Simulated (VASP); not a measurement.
Method: LDA (Ceperley-Alder, Perdew-Zunger), VASP's LDA PAW potentials (set 64) (plane waves; VASP).

A VASP calculation is set up with these files.

File KPOINTS:
```
Automatic mesh
0
Gamma
13 13 13
0 0 0
```

POSCAR:
```
CoGa
1.0
  2.8117736011   0.0000000000   0.0000000000
  0.0000000000   2.8117736011   0.0000000000
  0.0000000000   0.0000000000   2.8117736011
Ga Co
1 1
Cartesian
  1.4058868006   1.4058868006   1.4058868006
  0.0000000000   0.0000000000   0.0000000000
```

**INCAR**
```
ALGO = Normal
EDIFF = 1E-6
EDIFFG = -0.02
ENCUT = 500
IBRION = 2
ISIF = 3
ISMEAR = 1
LASPH = .TRUE.
LCHARG = .FALSE.
LMAXMIX = 4
LREAL = .FALSE.
LWAVE = .FALSE.
NELM = 100
NSW = 40
PREC = Accurate
SIGMA = 0.1
SYSTEM = CoGa
```

POTCAR, in this order: Ga_d Co (LDA.64 set). Program: vasp_std.

Output of the run:

**OSZICAR**
```
       N       E                     dE             d eps       ncg     rms          rms(c)
DAV:   1     0.962319759751E+02    0.96232E+02   -0.10649E+04  2680   0.261E+03
DAV:   2    -0.887518161748E+01   -0.10511E+03   -0.10278E+03  2625   0.355E+02
DAV:   3    -0.134966041571E+02   -0.46214E+01   -0.45973E+01  2863   0.811E+01
DAV:   4    -0.135648201005E+02   -0.68216E-01   -0.68204E-01  3387   0.916E+00
DAV:   5    -0.135666286428E+02   -0.18085E-02   -0.18085E-02  3143   0.131E+00    0.102E+01
DAV:   6    -0.142702501331E+02   -0.70362E+00   -0.20538E+01  2871   0.635E+01    0.104E+01
DAV:   7    -0.125683106562E+02    0.17019E+01   -0.80516E+00  2639   0.471E+01    0.204E+00
DAV:   8    -0.125383616681E+02    0.29949E-01   -0.23552E-01  3170   0.549E+00    0.652E-01
DAV:   9    -0.125317058133E+02    0.66559E-02   -0.17907E-02  3539   0.221E+00    0.124E-01
DAV:  10    -0.125313797224E+02    0.32609E-03   -0.53567E-04  3374   0.343E-01    0.683E-02
DAV:  11    -0.125313519107E+02    0.27812E-04   -0.74496E-05  3387   0.151E-01    0.127E-02
DAV:  12    -0.125313516116E+02    0.29904E-06   -0.39268E-06  2890   0.359E-02
   1 F= -.12531352E+02 E0= -.12531723E+02  d E =-.125314E+02
```

### OUTCAR
```
------------------------ aborting loop because EDIFF is reached ----------------------------------------
  FORCE on cell =-STRESS in cart. coord.  units (eV):
  Direction    XX          YY          ZZ          XY          YZ          ZX
  --------------------------------------------------------------------------------------
  Total        0.0015548      0.0015548      0.0015548     -0.0000000     -0.0000000      0.0000000
  in kB        0.1120556      0.1120556      0.1120556     -0.0000000     -0.0000000      0.0000000
  external PRESSURE =       0.1120556 kB  Pullay stress =       0.0000000 kB
  volume of cell :       22.23
      direct lattice vectors                 reciprocal lattice vectors
     2.811773601  0.000000000  0.000000000     0.355647410  0.000000000  0.000000000
     0.000000000  2.811773601  0.000000000     0.000000000  0.355647410  0.000000000
     0.000000000  0.000000000  2.811773601     0.000000000  0.000000000  0.355647410
 POSITION                                       TOTAL-FORCE (eV/Angst)
 -----------------------------------------------------------------------------------
      1.40589      1.40589      1.40589         0.000000      0.000000      0.000000
      0.00000      0.00000      0.00000         0.000000      0.000000      0.000000
 -----------------------------------------------------------------------------------
    total drift:                                0.000000      0.000000     -0.000000
  FREE ENERGIE OF THE ION-ELECTRON SYSTEM (eV)
  ---------------------------------------------------
  free  energy   TOTEN  =       -12.5313516116 eV

  energy  without entropy=      -12.5324654726  energy(sigma->0) =      -12.53172290

 reached required accuracy - stopping structural energy minimisation
```
(Selected blocks of OUTCAR.)

The compound is CoGa in the CsCl type structure. It was relaxed first, which changed the volume by -7 %. The run is not spin-polarised, so no magnetic state was tried.
